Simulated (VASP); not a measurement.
Level of theory: PBE GGA, VASP's PBE PAW potentials (set 64) (plane waves; VASP).

A VASP calculation is set up with these files.

KPOINTS:
```
Automatic mesh
0
Gamma
13 13 7
0 0 0
```

**INCAR**
```
LREAL  =  .FALSE.
ALGO  =  Normal   ! blocked Davidson
ISMEAR  =  -1
LASPH  =  .TRUE.   ! aspherical one-centre terms
EDIFF  =  1E-6   ! SCF stop (eV)
NELM  =  100   ! most electronic steps
SIGMA  =  0.136   ! width (eV)
LCHARG  =  .FALSE.
GGA  =  PE   ! PBE
PREC  =  Accurate
ENCUT  =  300   ! plane-wave cut-off (eV)
ISPIN  =  2   ! spin-polarised
ISIF  =  2   ! forces and stress, cell fixed
LORBIT  =  11   ! lm-projected
LMAXMIX  =  4   ! l cut-off of mixed one-centre charges
MAGMOM  =  2.0 2.0
SYSTEM  =  Co
LWAVE  =  .FALSE.
```

**POSCAR**
```
Co
1
    1.2550000000    -2.1737240000     0.0000000000
    1.2550000000     2.1737240000     0.0000000000
    0.0000000000     0.0000000000     4.0700000000
Co
2
Direct
  0.3333330000   0.6666670000   0.2500000000
  0.6666670000   0.3333330000   0.7500000000
```

POTCAR, in this order: Co (PBE.64 set). Program: vasp_std.

At this cut-off the stress carries a Pulay error, which pulls relaxed volumes low.

**Question.** What does the run give for the energy per atom (σ→0), cell moment, pressure, band gap (on the k-mesh)?

**Answer.** 
energy per atom (σ→0): -7.039 eV/atom
cell moment: 3.22 μB
band gap (on the k-mesh): none (metal, semimetal or under 0.01 eV)
pressure: -5.19 GPa

**OSZICAR**
```
...
DAV:   7    -0.141749505564E+02    0.42675E+00   -0.18866E+00  5593   0.253E+01    0.357E+00
DAV:   8    -0.141549854255E+02    0.19965E-01   -0.20089E-02  6810   0.163E+00    0.175E+00
DAV:   9    -0.141409243197E+02    0.14061E-01   -0.54334E-03  7149   0.122E+00    0.467E-01
DAV:  10    -0.141408008691E+02    0.12345E-03   -0.67779E-04  6783   0.336E-01    0.173E-01
DAV:  11    -0.141407762501E+02    0.24619E-04   -0.20243E-04  7047   0.222E-01    0.244E-02
DAV:  12    -0.141407741666E+02    0.20835E-05   -0.10578E-05  5474   0.376E-02    0.134E-02
DAV:  13    -0.141407732926E+02    0.87397E-06   -0.13185E-06  3641   0.169E-02
   1 F= -.14140773E+02 E0= -.14078987E+02  d E =-.123572E+00  mag=     3.2159
```

The structure is a typed Co crystal (P6_3/mmc). The cell was not relaxed at this level.
